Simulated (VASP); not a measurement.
Crystal: CdS.

```
Cd S
1.0
     0.00000    2.91650    2.91650
     2.91650    0.00000    2.91650
     2.91650    2.91650    0.00000
Cd S
1 1
Cartesian
  0.0000 0.0000 0.0000
  1.4583 1.4583 1.4583
```

```yaml
Program: VASP 6.6.1
Task: relaxation of cell and atoms
Functional: PBE
Potentials_or_basis: VASP PAW PBE potentials, release 64 (Cd, S)
Cutoff: 520 eV
k_mesh: 10 × 10 × 10
Occupations: gaussian, width 0.02 eV
Spin: no spin polarisation
```

At the start: pressure 3.2 GPa; volume 24.81 Å³/atom.

**Question.** How do energy, volume and symmetry change on relaxing?

**Answer.** Over 5 steps the energy falls by 12.9 meV/atom and the volume is 26.16 Å³/atom (+5.4 %); space group F-43m (No. 216, to 0.05 Å).

The path:
```csv
step,energy change (eV),largest force (eV/Å),pressure (GPa),volume (Å³)
1,0.0000,0.0000,3.22,49.62
2,-0.0229,0.0000,-0.94,53.28
3,-0.0258,0.0000,0.04,52.31
4,-0.0258,0.0000,-0.04,52.36
5,-0.0258,0.0000,0.00,52.32
```

Final structure:
```xyz
2
Lattice="0.0000 2.9685 2.9685 2.9685 0.0000 2.9685 2.9685 2.9685 0.0000" Properties=species:S:1:pos:R:3 pbc="T T T"
Cd    0.0000    0.0000    0.0000
S     1.4842    1.4842    1.4842
```
